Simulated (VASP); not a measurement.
Here is the system:

```
CELL_PARAMETERS angstrom
      4.16572     2.07856     2.07856
      2.07856     4.16572     2.07856
      2.07856     2.07856     4.16572
ATOMIC_POSITIONS crystal
  Ni 0.00000 0.00000 0.00000
  Ni 0.50000 0.50000 0.50000
  O  0.25000 0.25000 0.25000
  O  0.75000 0.75000 0.75000
```
Starting moments (μB, in the order of the record's atoms Ni Ni O O): 1.4 -1.4 0.0 0.0.

Level of theory: PBE GGA, VASP's PBE PAW potentials (set 64) (plane waves; VASP). Run with 600 eV cut-off, 8×8×8 Γ-centred mesh, Gaussian smearing of 0.050 eV, potentials Ni O.

Q: Predict the cell moment, energy per atom (σ→0), pressure.

A: 
```json
{
 "cell_moment": "0.00 μB",
 "energy per atom (σ→0)": "-5.871 eV/atom",
 "pressure": "2.85 GPa"
}
```

Q: Give the moment on each site (PAW-sphere projection).

A: 
```tsv
site	moment (μB)
Ni1	1.34
Ni2	-1.34
O3	0.00
O4	0.00
```

The compound is NiO in the rock salt, AFM-II order structure. This cell was strained or had an atom moved on purpose.
